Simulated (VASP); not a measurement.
Data:

```xyz
1
Lattice="-2.4867 2.4867 2.4867 2.4867 -2.4867 2.4867 2.4867 2.4867 -2.4867" Properties=species:S:1:pos:R:3 pbc="T T T"
Ba     0.0000     0.0000     0.0000
```

Level of theory: AM05 GGA, VASP's PBE PAW potentials (set 64) (plane waves; VASP). Numerical set-up: 520 eV cut-off, Gaussian smearing of 0.050 eV, potentials Ba_sv.

Unless said otherwise, spin-orbit coupling is left out, though it shifts the bands of the heavy elements here.

Task: Predict the band gap (along the path) with the smallest direct gap where there is one.

Result: 
* **band gap (along the path)**: none (metal, semimetal or under 0.01 eV)

The compound is Ba in the bcc structure. It was relaxed first.
